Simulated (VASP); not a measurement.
Here is the system:

```xyz
2
Lattice="0.0000 2.5310 2.5310 2.5310 0.0000 2.5310 2.5310 2.5310 0.0000" Properties=species:S:1:pos:R:3 pbc="T T T"
Li     0.0000     0.0000     0.0000
Cl     2.5310     2.5310     2.5310
```

These are PBEsol GGA, VASP's PBE PAW potentials (set 64) (plane waves; VASP 6.6.1) values and carry that method's errors. Settings: 530 eV cut-off, 8×8×8 Γ-centred mesh, Gaussian smearing of 0.050 eV, potentials Li_sv Cl.

Estimate the energy per atom (σ→0), band gap (on the k-mesh) with the smallest direct gap where there is one.

```yaml
band gap (on the k-mesh): 6.37 eV
smallest direct gap (on the k-mesh): 6.37 eV
energy per atom (σ→0): -3.820 eV/atom
```

The compound is LiCl in the rock salt structure. It was relaxed first. The start is the result of an earlier pass.
